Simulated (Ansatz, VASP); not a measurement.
**Cross-check of HfO2 between VASP and Ansatz**

One calculation is typed for both programs; each brings its own data sets and cutoff. How far apart do they land?

Program: Ansatz 0.2.0. Level of theory: plane waves, with VASP 6.6.1 beside it; single point at PBE. Results are calculated unless marked as measured.

## Step 1: The structure

Symmetry: Fm-3m, No. 225, cubic system. The conventional cell has a = 5.115 Å, b = 5.115 Å, c = 5.115 Å, α = 90.00°, β = 90.00°, γ = 90.00°. Hf has 8 O at 2.21 Å nearest. O has 4 Hf at 2.21 Å nearest. Farther neighbours and most contacts between anions are not listed.

Coordinates:

```cif
data_structure
_symmetry_space_group_name_H-M 'P 1'
_symmetry_Int_Tables_number 1
_cell_length_a 3.6169
_cell_length_b 3.6169
_cell_length_c 3.6169
_cell_angle_alpha 60.000
_cell_angle_beta 60.000
_cell_angle_gamma 60.000
_cell_volume 33.46
loop_
_atom_site_label
_atom_site_type_symbol
_atom_site_fract_x
_atom_site_fract_y
_atom_site_fract_z
_atom_site_occupancy
Hf1 Hf 0.00000 0.00000 0.00000 1
O2 O 0.75000 0.75000 0.75000 1
O3 O 0.25000 0.25000 0.25000 1
```

## Step 2: Ansatz: single point, PBE

Ansatz runs on its default PAW (the set named soft_2) files.

A single point gives forces, pressure and levels at one fixed geometry, so differences don't come from the geometry; what else differs is listed under the comparison.

input.yaml

```yaml
crystal:
  lattice:
    - [0.0, 2.5575, 2.5575]
    - [2.5575, 0.0, 2.5575]
    - [2.5575, 2.5575, 0.0]
  atoms:
    - { symbol: Hf, position: [0.0, 0.0, 0.0] }
    - { symbol: O, position: [0.75, 0.75, 0.75] }
    - { symbol: O, position: [0.25, 0.25, 0.25] }
hamiltonian:
  xc: pbe
  pseudopotentials: { kind: paw }
kpoints:
  mp_grid: { grid: [6, 6, 6] }
scf:
  occupations: { method: gaussian, width: 0.01 }
  n_extra_bands: 4
output:
  forces: true
  stress: true
  eigenvalues: true
```

The run is started by

```bash
> ansatz run input.yaml --threads 2 --pin off --max-ram 4608MiB --backend cpu --events-out ev --progress --plain --runs-dir out
```

Numbers of over 12 decimals in the logs are rounded to 6 here.

The program printed:

```text
scf.n_extra_bands = 4 over 19 filled bands (N_el = 38.0): the run solves 23 bands
Engine: ansatz 0.2.0, aarch64-unknown-linux-gnu
Pseudopotentials: kind: paw
Pseudopotential: Hf, paw, valence charge 26, recommended cutoff 420 eV (normal), Hf.paw.azcp
Pseudopotential: O, paw, valence charge 6, recommended cutoff 420 eV (normal), O.paw.azcp
Functional definition: PBE
  parameter kappa = 0.804
  parameter beta = 0.066725
  exchange = pbe_x(kappa = kappa, mu = beta*pi^2/3)
  correlation = pbe_c(beta = beta)
Crystal: 3 atoms, lattice volume = 33.456 Å³
Basis set: ecut = 420 eV, 645 PW (Γ), exchange–correlation on 50×50×50 points (8 copies of the dense FFT grid, shifted against one another)
Bands: 23, of which v1, the nominal top of the filled ones, is band 19 counted from 1 (18 counted from 0)
Symmetry: 48 space group operations
Space group: Fm-3m (ITA 225), of the structure as read, at distance tolerance 3.2e-5 Å
k-points: 16 of 216
Non-local potential: Hf, projectors of the file, l = 0: 3, l = 1: 2, l = 2: 2, l = 3: 3
Non-local potential: O, projectors of the file, l = 0: 2, l = 1: 2, l = 2: 1
PAW form: soft (Blöchl's): semilocal exchange-correlation on the pseudo side does not see the compensation charge
PAW one-centre angular grid: Hf, 590 points (default); XC on 64 Gauss nodes
PAW one-centre angular grid: O, 110 points (default); XC on 64 Gauss nodes
Initial density: superposition of atomic densities (neutral atoms: chi_scale 0, normalization atom), corrected by the library's trained network
Initial wavefunctions: pseudopotential atomic-orbital guess
Functional: x = pbe(κ = 0.804, μ = 0.219515), c = pbe(β = 0.066725)
SCF iter   1: F=—  HF=-16861.406428 eV  |F-HF|=—  |Δ(HF+E_count)|=         —  Δρ=2.41e-3  dr2=1.41e-3  ethr=1.77e-3  ⟨swp⟩=5.1  Hψ=1371  notcnv=0
preconditioner: auto → none  [insulator: Δε(μ)=3.739 eV  Ē_g=18.152 eV  σ=0.010 eV  W_gap=1.00  n_scr=14 (ndim 8)  ℏωp=38.5 eV  f_vac=0.066  D(μ)=0.00/eV (n_scr^D=0)  ε∞_Penn≈5.5]
SCF iter   2: F=—  HF=-16861.407358 eV  |F-HF|=—  |Δ(HF+E_count)|=   9.30e-4  Δρ=1.84e-3  dr2=8.20e-4  ethr=3.71e-6  ⟨swp⟩=2.0  Hψ=827  notcnv=0
SCF iter   3: F=—  HF=-16861.407247 eV  |F-HF|=—  |Δ(HF+E_count)|=   1.11e-4  Δρ=6.76e-4  dr2=5.72e-5  ethr=2.16e-6  ⟨swp⟩=2.0  Hψ=594  notcnv=0
SCF iter   4: F=—  HF=-16861.407522 eV  |F-HF|=—  |Δ(HF+E_count)|=   2.75e-4  Δρ=1.23e-4  dr2=4.23e-6  ethr=1.50e-7  ⟨swp⟩=2.0  Hψ=708  notcnv=0
SCF iter   5: F=—  HF=-16861.407522 eV  |F-HF|=—  |Δ(HF+E_count)|=   8.18e-7  Δρ=5.59e-5  dr2=6.92e-7  ethr=1.11e-8  ⟨swp⟩=2.6  Hψ=562  notcnv=0
SCF iter   6: F=-16861.407521 eV  HF=-16861.407521 eV  |F-HF|=4.51e-8  |Δ(HF+E_count)|=   1.08e-7  Δρ=1.65e-5  dr2=4.58e-8  ethr=2.63e-10  ⟨swp⟩=3.9  Hψ=1635  notcnv=0
SCF 1 converged in 6 iterations: F = -16861.407521 eV  dr2 = 4.58e-8
  greatest PAW one-centre occupation: 0.999 electrons in one spin orbital (limit 2), on the Hf atom at site 0 (counted from 0), in its partial waves of l = 3
SCF converged after 6 iterations
Free energy (F): -16861.407521 eV
Harris-Foulkes:  -16861.407521 eV  (|F-HF|=4.51e-8)
Internal energy: -16861.407521 eV  (E = F + TS)
E sigma→0 (E₀):  -16861.407521 eV
Fermi energy:    17.385063 eV
--- Per-component energies (eV) ---
  E_band       = 31.850396
  E_kinetic    = 769.824302
  E_local      = -5811.759548  (includes V_loc(G=0)·N_el)
  E_nonlocal   = -1147.590045
  E_hartree    = 2659.725017
  E_xc         = -447.324699
  E_vxc        = -454.250346  (∫ρ·V_xc dr)
  E_paw        = -7242.180345  (= ΣΔE_a)
  E_vpaw       = 1356.165229  (= ΣTr[D̂ρ^β])
  E_aug_tail   = 0.004955  (compensation charges beyond the density's cutoff)
  E_ewald      = -5642.107159
  E_smearing   = -0.000000  (= −TS)
  E_closure    = -0.000000  (closes the sum)
  Σ components = -16861.407521   (vs F -16861.407521, Δ=0.00e0)
--- Forces (eV/Å), atoms counted from 1 ---
  atom   1  Hf    -0.00000000     0.00000000    -0.00000000
  atom   2  O      0.00000000     0.00000000     0.00000000
  atom   3  O      0.00000000     0.00000000     0.00000000
  max |Σ_I F_I| component: 1.73e-18 eV/Å
--- Stress (GPa, compression-positive) ---
       -2.461514       0.000000       0.000000
        0.000000      -2.461514      -0.000000
        0.000000      -0.000000      -2.461514
  P = ⅓ Tr σ = -2.4615 GPa (-24.615 kbar)
--- Band table (eV; the first three rows and the last of 16) ---
  k-point 0: bands = [... 15 lower, 10.2960, 14.9189, 14.9189, 14.9189, 19.3478, 19.3478, 21.1023, 25.6340]
  k-point 1: bands = [... 15 lower, 10.9875, 14.1720, 14.4751, 14.4751, 19.7738, 19.7738, 22.0534, 24.6430]
  k-point 2: bands = [... 15 lower, 12.2792, 12.9985, 13.8808, 13.8808, 20.1189, 20.1189, 22.2129, 24.7294]
  k-point 15: bands = [... 15 lower, 12.5389, 13.4745, 14.0890, 15.3771, 19.8960, 20.7526, 22.1133, 22.7878]
```

It took 1.1 s on 2 threads of Arm Neoverse N1, shared host; peak memory 0.27 GiB.

The run ends at a pressure of -2.46 GPa.

## Step 3: VASP: single point, PBE

The same cell, functional, mesh and smearing now go to VASP, with its own data sets and cutoff.

Lines of VASP's logs that name or quote its potential files are left out, and so is its time.

INCAR

```
SYSTEM = HfO2
PREC = Accurate
ENCUT = 520
EDIFF = 1E-07
NELM = 100
ISMEAR = 0
SIGMA = 0.01
LREAL = .FALSE.
ALGO = Normal
GGA = PE
NBANDS = 18
LASPH = .TRUE.
LORBIT = 11
LWAVE = .FALSE.
LCHARG = .FALSE.
KPAR = 2
```

POSCAR

```
HfO2
1.0
    0.0000000000      2.5575000000      2.5575000000
    2.5575000000      0.0000000000      2.5575000000
    2.5575000000      2.5575000000      0.0000000000
Hf O
1 2
Direct
    0.0000000000      0.0000000000      0.0000000000
    0.7500000000      0.7500000000      0.7500000000
    0.2500000000      0.2500000000      0.2500000000
```

KPOINTS

```
Automatic mesh
0
Gamma
6 6 6
0 0 0
```

PAW data sets: Hf_sv_GW and O (PBE family, release 64).

The run is started by

```bash
> mpirun -np 2 vasp_std
```

The program printed:

```text
[banner, memory and clock lines left out]
running    2 mpi-ranks, on    1 nodes
 distrk:  each k-point on    1 cores,    2 groups
 distr:  one band on    1 cores,    1 groups

 POSCAR found type information on POSCAR HfO
 POSCAR found :  2 types and       3 ions
 LDA part: xc-table for (Slater+PW92), standard interpolation
 POSCAR, INCAR and KPOINTS ok, starting setup
 FFT: planning ... GRIDC
 FFT: planning ... GRID_SOFT
 FFT: planning ... GRID
 WAVECAR not read
 entering main loop
       N       E                     dE             d eps       ncg     rms          rms(c)
DAV:   1     0.145363858032E+03    0.14536E+03   -0.14535E+04   576   0.133E+03
DAV:   2    -0.335927669600E+02   -0.17896E+03   -0.17432E+03   724   0.313E+02
DAV:   3    -0.402905016863E+02   -0.66977E+01   -0.66782E+01   696   0.641E+01
DAV:   4    -0.403119803300E+02   -0.21479E-01   -0.21471E-01   780   0.423E+00
DAV:   5    -0.403120649628E+02   -0.84633E-04   -0.84631E-04   678   0.243E-01    0.570E+01
DAV:   6    -0.332017365791E+02    0.71103E+01   -0.26974E+01   602   0.353E+01    0.530E+01
DAV:   7    -0.330204752921E+02    0.18126E+00   -0.79296E-01   640   0.737E+00    0.582E+01
DAV:   8    -0.337200696346E+02   -0.69959E+00   -0.85168E-01   618   0.846E+00    0.160E+02
DAV:   9    -0.329477250426E+02    0.77234E+00   -0.18179E+00   596   0.126E+01    0.452E-01
DAV:  10    -0.329500772744E+02   -0.23522E-02   -0.19941E-02   690   0.120E+00    0.706E+00
DAV:  11    -0.329502077428E+02   -0.13047E-03   -0.95943E-04   688   0.259E-01    0.266E+00
DAV:  12    -0.329502279413E+02   -0.20199E-04   -0.15577E-04   676   0.867E-02    0.100E+00
DAV:  13    -0.329502438395E+02   -0.15898E-04   -0.28524E-05   616   0.328E-02    0.188E-01
DAV:  14    -0.329502442569E+02   -0.41744E-06   -0.67778E-06   684   0.161E-02    0.339E-02
DAV:  15    -0.329502443168E+02   -0.59928E-07   -0.30535E-07   638   0.402E-03
   1 F= -.32950244E+02 E0= -.32950244E+02  d E =-.284133E-53
```

Parts of OUTCAR (step 3):

```text
ion  position               nearest neighbor table
   1  0.000  0.000  0.000-   2 2.21   2 2.21   2 2.21   2 2.21   3 2.21   3 2.21   3 2.21   3 2.21

  LATTYP: Found a face centered cubic cell.
 ALAT       =     5.1150000000

 Subroutine GETGRP returns: Found 48 space group operations
 (whereof 48 operations were pure point group operations)

The static configuration has the point symmetry O_h .

 Found     16 irreducible k-points:

   k-points           NKPTS =     16   k-points in BZ     NKDIM =     16   number of bands    NBANDS=     18

   dimension x,y,z NGX =    28 NGY =   28 NGZ =   28
   dimension x,y,z NGXF=    56 NGYF=   56 NGZF=   56

   ENCUT  =  520.0 eV  38.22 Ry    6.18 a.u.   6.72  6.72  6.72*2*pi/ulx,y,z

   NELECT =      24.0000    total number of electrons

 k-points in reciprocal lattice and weights: Automatic mesh
   0.00000000  0.00000000  0.00000000       0.005
   0.16666667  0.00000000  0.00000000       0.037
   0.33333333  0.00000000  0.00000000       0.037
   0.50000000  0.00000000  0.00000000       0.019
   0.16666667  0.16666667  0.00000000       0.028
   0.33333333  0.16666667  0.00000000       0.111
   0.50000000  0.16666667  0.00000000       0.111
  -0.33333333  0.16666667  0.00000000       0.111
  -0.16666667  0.16666667  0.00000000       0.056
[...]
-0.33333333  0.33333333  0.16666667       0.111
  -0.33333333  0.50000000  0.16666667       0.056

 average (electrostatic) potential at core
       1 -84.5034       2 -67.1516       3 -67.1516

 E-fermi :   6.7867

 k-point     1 :       0.0000    0.0000    0.0000
  band No.  band energies     occupation
    ...
      8       1.4652      2.00000
      9       1.4652      2.00000
     10       6.0773      2.00000
     11       6.0773      2.00000
     12       6.0773      2.00000
     13      10.4804      0.00000
     14      10.4804      0.00000
     15      12.2714      0.00000
     16      16.7665      0.00000
     17      16.7665      0.00000
    ...

 k-point     2 :       0.1667    0.0000    0.0000
  band No.  band energies     occupation
    ...
      8       1.7170      2.00000
      9       2.1439      2.00000
     10       5.3298      2.00000
     11       5.6319      2.00000
     12       5.6319      2.00000
     13      10.9089      0.00000
     14      10.9089      0.00000
     15      13.2221      0.00000
     16      15.7778      0.00000
     17      16.3622      0.00000
    ...

 k-point     3 :       0.3333    0.0000    0.0000
  band No.  band energies     occupation
    ...
      8       2.2315      2.00000
      9       3.4252      2.00000
     10       4.1614      2.00000
     11       5.0361      2.00000
     12       5.0361      2.00000
     13      11.2550      0.00000
     14      11.2550      0.00000
     15      13.3578      0.00000
     16      15.8625      0.00000
     17      15.8625      0.00000
    ...

  Total       -0.7791514     -0.7791514     -0.7791514      0.0000000      0.0000000     -0.0000000
  in kB      -37.3126007    -37.3126007    -37.3126007      0.0000000      0.0000000     -0.0000000
  external PRESSURE =     -37.3126007 kB  Pullay stress =       0.0000000 kB

  energy-cutoff  :      520.00
  volume of cell :       33.46
      direct lattice vectors                 reciprocal lattice vectors
     0.000000000  2.557500000  2.557500000    -0.195503421  0.195503421  0.195503421
     2.557500000  0.000000000  2.557500000     0.195503421 -0.195503421  0.195503421
     2.557500000  2.557500000  0.000000000     0.195503421  0.195503421 -0.195503421

 POSITION                                       TOTAL-FORCE (eV/Angst)
 -----------------------------------------------------------------------------------
      0.00000      0.00000      0.00000        -0.000000      0.000000     -0.000000
      3.83625      3.83625      3.83625        -0.000000     -0.000000     -0.000000
      1.27875      1.27875      1.27875         0.000000      0.000000      0.000000
 -----------------------------------------------------------------------------------
    total drift:                                0.000000      0.000000      0.000000

  FREE ENERGIE OF THE ION-ELECTRON SYSTEM (eV)
  ---------------------------------------------------
  free  energy   TOTEN  =       -32.9502443168 eV

  energy  without entropy=      -32.9502443168  energy(sigma->0) =      -32.95024432

 total charge
# of ion       s       p       d       f       tot
--------------------------------------------------
    1        3.618   6.036   1.081   0.115  10.849
    2        1.560   3.538   0.000   0.000   5.098
    3        1.560   3.538   0.000   0.000   5.098
--------------------------------------------------
tot          6.739  13.112   1.081   0.115  21.046

[... 3 further parts left out ...]
```

The run ends at a pressure of -3.73 GPa.

## Step 4: Differences

Known differences besides the potentials themselves: the data sets hold 38 valence electrons in Ansatz (default PAW (the set named soft_2) files) and 24 in VASP; the cutoff is 420 eV in Ansatz and 520 eV in VASP. Total energies have different zeros and are not compared.

Compared:

| quantity | Ansatz | VASP | difference |
| --- | --- | --- | --- |
| gap on the k mesh (eV) | 3.720 | 3.709 | +0.011 |

Not compared: the pressure (VASP's GW data sets at this cutoff don't carry it). A gap on the mesh is an upper bound, since the band edges may lie between its points; neither run holds spin-orbit coupling, which can move the band edges of a compound of Hf.

## Step 5: Other set-ups

Further runs change the set-up of one program: Ansatz's method, potentials or start, or VASP's data sets, cutoff or form of LDA. The table gives Ansatz less VASP for each quantity, since a change that brings one quantity closer may part another.

| run | gap on the k mesh (eV) |
| --- | --- |
| as above | 0.011 |
| Ansatz's all-electron LAPW method | 0.0039 |
| Ansatz's larger PAW set (cutoff 900 eV) | 0.0028 |
| norm-conserving potentials (cutoff 1240 eV) | 0.0074 |

## Step 6: Outcome

| Quantity | Value |
| --- | --- |
| difference in gap on the k mesh (single point, PBE) | 0.011 eV |

In words: The difference in gap on the k mesh is 0.011 eV (single point, PBE), within the 0.08 eV picked in this series as the mark of a large difference. Single point, PBE, Ansatz's all-electron LAPW method: the difference in gap on the k mesh goes from 0.011 to 0.0039 eV. Single point, PBE, Ansatz's larger PAW set (cutoff 900 eV): the difference in gap on the k mesh goes from 0.011 to 0.0028 eV. Single point, PBE, norm-conserving potentials (cutoff 1240 eV): the difference in gap on the k mesh goes from 0.011 to 0.0074 eV. Such differences can come from data sets, numerical settings and the points named under the comparisons, not from the functional's error against experiment.

[Lines on the potential files, build, host, timing and source positions are cut from VASP's logs without a mark.]

[Logs are printed without paths, hosts, clocks, repeated set-up lines and the standing remarks that a program may print on its own settings, such as how far it seeks lower states.]

[Hosts, paths, dates, database ids (printed as entryN), source tags and the programs' standing remarks are cut or masked in the printed files.]
